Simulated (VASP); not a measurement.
Given:

```yaml
crystal:
  lattice:
    - [2.08200, -3.60613, 0.00000]
    - [2.08200, 3.60613, 0.00000]
    - [0.00000, 0.00000, 6.86167]
  atoms:
    - { symbol: Mg, position: [0.00000, 0.00000, 0.00000] }
    - { symbol: I, position: [0.33333, 0.66667, 0.24382] }
    - { symbol: I, position: [0.66667, 0.33333, 0.75618] }
```

Calculation: rev-vdW-DF2, VASP's PBE PAW potentials (set 64) (plane waves; VASP). Numerical set-up: 520 eV cut-off, 7×7×4 Γ-centred mesh, tetrahedra with Blöchl corrections, potentials Mg I.

Q: What does the run give for the energy per atom (σ→0)?

A: 
The energy per atom (σ→0) comes out as -1.051 eV/atom.

The absolute energy has meaning only against runs of the same code, potentials and settings.

The compound is MgI2 in the 1T layered structure. It was relaxed first.
